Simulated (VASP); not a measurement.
# Na4NO (P4/mmm) in VASP: single point with PBE

Aim: the single point of Na4NO with PBE.

Everything below comes from runs of VASP 6.6.1. Logs are shortened: lines on timing, memory, paths and dates and some standing lists are left out, and cuts for length are marked.

## (1) Starting point

The structure is tetragonal, space group P4/mmm (No. 123). Conventional cell: a = 4.015 Å, b = 4.015 Å, c = 5.875 Å, α = 90.00°, β = 90.00°, γ = 90.00°. Na (site symmetry 2mm) has 2 O at 2.45 Å and 2 N at 2.53 Å and 1 Na at 2.80 Å as nearest neighbours. N (site symmetry 4/mmm) has 8 Na at 2.53 Å as nearest neighbours. O (site symmetry 4/mmm) is surrounded by 8 Na at 2.45 Å.

The cell comes from a database or a generator and needn't be the stable form of this composition.

## (2) Single point, PBE

Contents of INCAR:

```
SYSTEM = Na4NO
PREC     = Accurate       ! precision mode
ENCUT    = 520            ! plane-wave cutoff, eV
EDIFF    = 1E-7           ! SCF threshold, eV
ISMEAR   = -1             ! smearing method
SIGMA    = 0.15           ! smearing width, eV
LREAL    = .False.        ! projectors in reciprocal space
LASPH    = .True.         ! aspherical terms in the spheres
NELM     = 100            ! most SCF steps
ALGO     = Fast           ! electronic algorithm
ISIF     = 2              ! what is computed and relaxed
LWAVE    = .False.        ! write WAVECAR
LCHARG   = .False.        ! write CHGCAR
GGA      = PE             ! functional
NBANDS   = 28             ! bands
```

Contents of KPOINTS:

```
regular mesh
0
Gamma
  5 5 4
  0 0 0
```

Contents of POSCAR:

```
Na4NO
1.0
    4.0146640000      0.0000000000      0.0000000000
    0.0000000000      4.0146640000      0.0000000000
    0.0000000000      0.0000000000      5.8748600000
Na N O
4 1 1
Direct
    0.0000000000      0.5000000000      0.2619239999
    0.5000000000      0.0000000000      0.7380760001
    0.0000000000      0.5000000000      0.7380760001
    0.5000000000      0.0000000000      0.2619239999
    0.0000000000      0.0000000000      0.0000000000
    0.5000000000      0.5000000000      0.5000000000
```

Potentials or basis: VASP PAW PBE potentials, release 64 (Na_pv, N, O).

Command:

```sh
> cat potpaw_PBE.64/Na_pv/POTCAR potpaw_PBE.64/N/POTCAR potpaw_PBE.64/O/POTCAR > POTCAR
> mpirun -np 1 vasp_std > vasp.out
```

OUTCAR:

```text
SYSTEM = Na4NO
   PREC = Accurate
   ENCUT = 520
   EDIFF = 1E-7
   ISMEAR = -1
   LREAL = .False.
   LASPH = .True.
   NELM = 100
   ISIF = 2
   GGA = PE

 ion  position               nearest neighbor table
   1  0.000  0.500  0.262-
   2  0.500  0.000  0.738-
   3  0.000  0.500  0.738-
   4  0.500  0.000  0.262-
   5  0.000  0.000  0.000-
   6  0.500  0.500  0.500-

  LATTYP: Found a simple tetragonal cell.
 ALAT       =     4.0146640000
 C/A-ratio  =     1.4633503576

  Lattice vectors:

 A1 = (   4.0146640000,   0.0000000000,   0.0000000000)
 A2 = (   0.0000000000,   4.0146640000,   0.0000000000)
 A3 = (   0.0000000000,   0.0000000000,   5.8748600000)

Analysis of symmetry for initial positions (statically):
=====================================================================
 Subroutine PRICEL returns:
 Original cell was already a primitive cell.

 Routine SETGRP: Setting up the symmetry group for a
 simple tetragonal supercell.

 Subroutine GETGRP returns: Found 16 space group operations
 (whereof 16 operations were pure point group operations)
 out of a pool of 16 trial point group operations.

The static configuration has the point symmetry D_4h.

Analysis of symmetry for dynamics (positions and initial velocities):
=====================================================================
 Subroutine PRICEL returns:
 Original cell was already a primitive cell.

 Routine SETGRP: Setting up the symmetry group for a
 simple tetragonal supercell.

 Subroutine GETGRP returns: Found 16 space group operations
 (whereof 16 operations were pure point group operations)
 out of a pool of 16 trial point group operations.

The dynamic configuration has the point symmetry D_4h.

 Subroutine INISYM returns: Found 16 space group operations
 (whereof 16 operations are pure point group operations),
 and found     1 'primitive' translations

----------------------------------------------------------------------------------------

                                     Primitive cell

  volume of cell :      94.6882

  direct lattice vectors                    reciprocal lattice vectors
     4.014664000  0.000000000  0.000000000     0.249086848  0.000000000  0.000000000
     0.000000000  4.014664000  0.000000000     0.000000000  0.249086848  0.000000000
     0.000000000  0.000000000  5.874860000     0.000000000  0.000000000  0.170216822

  length of vectors
     4.014664000  4.014664000  5.874860000     0.249086848  0.249086848  0.170216822

  position of ions in fractional coordinates (direct lattice)
     0.000000000  0.500000000  0.261924000
     0.500000000  0.000000000  0.738076000
     0.000000000  0.500000000  0.738076000
     0.500000000  0.000000000  0.261924000
     0.000000000  0.000000000  0.000000000
     0.500000000  0.500000000  0.500000000

  ion indices of the primitive-cell ions
   primitive index   ion index
                 1           1
                 2           2
                 3           3
                 4           4
                 5           5
                 6           6

----------------------------------------------------------------------------------------

 KPOINTS: regular mesh

Automatic generation of k-mesh.
 Grid dimensions read from file:
 generate k-points for:    5    5    4

 Generating k-lattice:

  Cartesian coordinates                     Fractional coordinates (reciprocal lattice)
     0.049817370  0.000000000  0.000000000     0.200000000  0.000000000  0.000000000
     0.000000000  0.049817370  0.000000000     0.000000000  0.200000000  0.000000000
     0.000000000  0.000000000  0.042554206     0.000000000  0.000000000  0.250000000

  Length of vectors
     0.049817370  0.049817370  0.042554206

  Shift w.r.t. Gamma in fractional coordinates (k-lattice)
     0.000000000  0.000000000  0.000000000

 Subroutine IBZKPT returns following result:
 ===========================================

 Found     18 irreducible k-points:

 Following reciprocal coordinates:
            Coordinates               Weight
  0.000000  0.000000  0.000000      1.000000
  0.200000  0.000000  0.000000      4.000000
  0.400000  0.000000  0.000000      4.000000
  0.200000  0.200000  0.000000      4.000000
  0.400000  0.200000  0.000000      8.000000
  0.400000  0.400000  0.000000      4.000000
[... 10 lines left out ...]
  0.400000  0.200000  0.500000      8.000000
  0.400000  0.400000  0.500000      4.000000
   k-points           NKPTS =     18   k-points in BZ     NKDIM =     18   number of bands    NBANDS=     28
   number of dos      NEDOS =    301   number of ions     NIONS =      6
   total plane-waves  NPLWV =  43200
   dimension x,y,z NGX =    30 NGY =   30 NGZ =   48
   dimension x,y,z NGXF=    60 NGYF=   60 NGZF=   96
   ions per type =               4   1   1
   NGX,Y,Z   is equivalent  to a cutoff of  12.42, 12.42, 13.58 a.u.
   NGXF,Y,Z  is equivalent  to a cutoff of  24.85, 24.85, 27.17 a.u.
 SYSTEM =  Na4NO
   PREC   = accura    normal or accurate (medium, high low for compatibility)
   ISTART =      0    job   : 0-new  1-cont  2-samecut
   ICHARG =      2    charge: 1-file 2-atom 10-const
   ISPIN  =      1    spin polarized calculation?
   LNONCOLLINEAR =      F non collinear calculations
   LSORBIT =      F    spin-orbit coupling
   LASPH  =      T    aspherical Exc in radial PAW
   ENCUT  =  520.0 eV  38.22 Ry    6.18 a.u.   7.46  7.46 10.92*2*pi/ulx,y,z
   NELM   =    100;   NELMIN=  2; NELMDL= -5     # of ELM steps
   EDIFF  = 0.1E-06   stopping-criterion for ELM
   LREAL  =      F    real-space projection
   EDIFFG = 0.1E-05   stopping-criterion for IOM
   NSW    =      0    number of steps for IOM
   IBRION =     -1    ionic relax: 0-MD 1-quasi-New 2-CG
   NFREE  =      0    steps in history (QN), initial steepest desc. (CG)
   ISIF   =      2    stress and relaxation
   ISYM   =      2    0-nonsym 1-usesym 2-fastsym
   POTIM  = 0.5000    time-step for ionic-motion
   TEBEG  =    0.0;   TEEND  =   0.0 temperature during run
   PSTRESS=    0.0 pullay stress
   NELECT =      39.0000    total number of electrons
   NUPDOWN=      -1.0000    fix difference up-down
   EMIN   =  10.00;   EMAX   =-10.00  energy-range for DOS
   EFERMI =   0.00;   METHOD = LEGACY
   ISMEAR =    -1;   SIGMA  =   0.15  broadening in eV -4-tet -1-fermi 0-gaus
   EFERMI_NEDOS =   21; number of points for ismear=-14 and -15
   IALGO  =     68    algorithm
   IMIX   =      4    mixing-type and parameters
     AMIX     =   0.40;   BMIX     =  1.00
     AMIX_MAG =   1.60;   BMIX_MAG =  1.00
  volume/ion in A,a.u.               =      15.78       106.50
  Fermi-wavevector in a.u.,A,eV,Ry     =   1.218048  2.301777 20.186159  1.483641
  Thomas-Fermi vector in A             =   2.353348
   LORBIT       =      0    0 simple, 1 ext, 2 COOP (PROOUT), +10 PAW based schemes
   GGA     = PE    functional components
   LHFCALC =     F    Hartree Fock is set to
   AEXX    =    0.0000 exact exchange contribution
   IVDW    =     0    specifies the selected vdW correction
   LEPSILON=     F    determine dielectric tensor
   LRPA    =     F    only Hartree local field effects (RPA)
 non-spin polarized calculation
 RMM-DIIS sequential band-by-band and
  energy-cutoff  :      520.00
  volume of cell :       94.69
 maximum number of plane-waves:      2574
 NGX is ok and might be reduce to    30
   NGX = 15   NGY = 15   NGZ = 21

 number of electron      38.9999940 magnetization

 Free energy of the ion-electron system (eV)
  ---------------------------------------------------
  ext. energy  EPLUGINS =         0.00000000
  ---------------------------------------------------
  free energy    TOTEN  =       -20.63181300 eV

  energy without entropy =      -20.34209101  energy(sigma->0) =      -20.48695200

 E-fermi :   0.8209     XC(G=0):  -8.5858

 val. band max:        0.6485821622   @ k =   0.4000   0.2000   0.0000
 cond. band min:       0.8510787158   @ k =   0.0000   0.0000   0.5000
 fundamental gap:      0.2024965536
 Fermi energy:         0.8208606724

 k-point     1 :       0.0000    0.0000    0.0000
  band No.  band energies     occupation
      1     -22.0153      2.00000
      2     -21.9895      2.00000
      3     -21.9895      2.00000
      4     -21.9556      2.00000
      5     -21.9556      2.00000
      6     -21.9124      2.00000
[... 20 lines left out ...]
     27      11.9423      0.00000
     28      11.9898      0.00000

 k-point     2 :       0.2000    0.0000    0.0000
  band No.  band energies     occupation
      1     -22.0059      2.00000
      2     -21.9747      2.00000
      3     -21.9695      2.00000
      4     -21.9412      2.00000
      5     -21.9371      2.00000
      6     -21.9203      2.00000
[... 20 lines left out ...]
     27      10.9634      0.00000
     28      11.6247      0.00000

 k-point     3 :       0.4000    0.0000    0.0000
  band No.  band energies     occupation
      1     -21.9777      2.00000
      2     -21.9441      2.00000
      3     -21.9344      2.00000
      4     -21.9186      2.00000
      5     -21.9011      2.00000
      6     -21.8903      2.00000
[... 20 lines left out ...]
     27      10.6528      0.00000
     28      10.8854      0.00000

 k-point     4 :       0.2000    0.2000    0.0000
  band No.  band energies     occupation
      1     -22.0157      2.00000
      2     -21.9896      2.00000
      3     -21.9708      2.00000
      4     -21.9265      2.00000
      5     -21.9095      2.00000
      6     -21.8815      2.00000
[... 392 lines left out ...]
     27      10.4755      0.00000
     28      10.5960      0.00000

 k-point    17 :       0.4000    0.2000    0.5000
  band No.  band energies     occupation
      1     -21.9934      2.00000
      2     -21.9810      2.00000
      3     -21.9447      2.00000
      4     -21.9164      2.00000
      5     -21.9012      2.00000
      6     -21.8845      2.00000
[... 20 lines left out ...]
     27      10.2581      0.00000
     28      10.3036      0.00000

 k-point    18 :       0.4000    0.4000    0.5000
  band No.  band energies     occupation
      1     -22.0299      2.00000
      2     -22.0221      2.00000
      3     -22.0105      2.00000
      4     -21.9742      2.00000
      5     -21.8959      2.00000
      6     -21.8887      2.00000
[... 20 lines left out ...]
     27       9.7515      0.00000
     28      10.1170      0.00000

------------------------ aborting loop because EDIFF is reached ----------------------------------------

  FORCE on cell =-STRESS in cart. coord.  units (eV):
  Direction    XX          YY          ZZ          XY          YZ          ZX
  --------------------------------------------------------------------------------------
  -------------------------------------------------------------------------------------
  Total        0.0445611      0.0445611     -0.5519041      0.0000000      0.0000000      0.0000000
  in kB        0.7539990      0.7539990     -9.3385248      0.0000000      0.0000000      0.0000000
  external PRESSURE =      -2.6101756 kB  Pullay stress =       0.0000000 kB

 VOLUME and BASIS-vectors are now :
 -----------------------------------------------------------------------------
  energy-cutoff  :      520.00
  volume of cell :       94.69
      direct lattice vectors                 reciprocal lattice vectors
     4.014664000  0.000000000  0.000000000     0.249086848  0.000000000  0.000000000
     0.000000000  4.014664000  0.000000000     0.000000000  0.249086848  0.000000000
     0.000000000  0.000000000  5.874860000     0.000000000  0.000000000  0.170216822

 POSITION                                       TOTAL-FORCE (eV/Angst)
 -----------------------------------------------------------------------------------
      0.00000      2.00733      1.53877         0.000000      0.000000     -0.144604
      2.00733      0.00000      4.33609        -0.000000     -0.000000      0.144604
      0.00000      2.00733      4.33609        -0.000000      0.000000      0.144604
      2.00733      0.00000      1.53877        -0.000000     -0.000000     -0.144604
      0.00000      0.00000      0.00000        -0.000000     -0.000000      0.000000
      2.00733      2.00733      2.93743        -0.000000     -0.000000      0.000000
 -----------------------------------------------------------------------------------
    total drift:                                0.000000      0.000000      0.000000

  FREE ENERGIE OF THE ION-ELECTRON SYSTEM (eV)
  ---------------------------------------------------
  free  energy   TOTEN  =       -20.6318129957 eV

  energy  without entropy=      -20.3420910086  energy(sigma->0) =      -20.48695200
```

Run time: 56 s. Hardware: 1 thread of Intel Xeon Platinum 8259CL at 2.50GHz (Skylake/Cascade Lake), shared host; peak memory 0.21 GiB.

What came out:

| Quantity | Value |
| --- | --- |
| Free energy | -20.6318 eV |
| Pressure | -0.3 GPa |
| Largest force | 0.145 eV/Å |
| Band gap on the k mesh | none (metal or under the smearing width) |

Forces on the atoms (eV/Å):
```
Na   0.000  0.000 -0.145
Na   0.000  0.000  0.145
Na   0.000  0.000  0.145
Na   0.000  0.000 -0.145
N    0.000  0.000  0.000
O    0.000  0.000  0.000
```

Caveat: an odd number of electrons without spin polarisation forces a metal; a magnetic or distorted state may lie lower.
